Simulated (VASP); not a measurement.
FePt (L1_0): the lattice constant c from VASP (plane waves, PAW) at several levels of theory. Static lattice.

| level | lattice constant c (Å) |
|---|---|
| LDA | 3.687 |
| PBE | 3.772 |
| PBEsol | 3.723 |
| SCAN | 3.710 |
| r2SCAN | 3.731 |

The cell of the LDA run:

```xyz
2
Lattice="2.6570 0.0000 0.0000 0.0000 2.6570 0.0000 0.0000 0.0000 3.6871" Properties=species:S:1:pos:R:3 pbc="T T T"
Fe     0.0000     0.0000     0.0000
Pt     1.3285     1.3285     1.8436
```
Starting moments (μB, in the order of the record's atoms Fe Pt): 2.7 0.3.

Only levels that ran to the end are used. Left out are those held back, those with too coarse a band path, GW runs whose mesh misses a band edge, hybrids' fits of cells that aren't cubic and levels without matching references; a question may draw on a part of the rest.

The compound is FePt in the L1_0 structure.
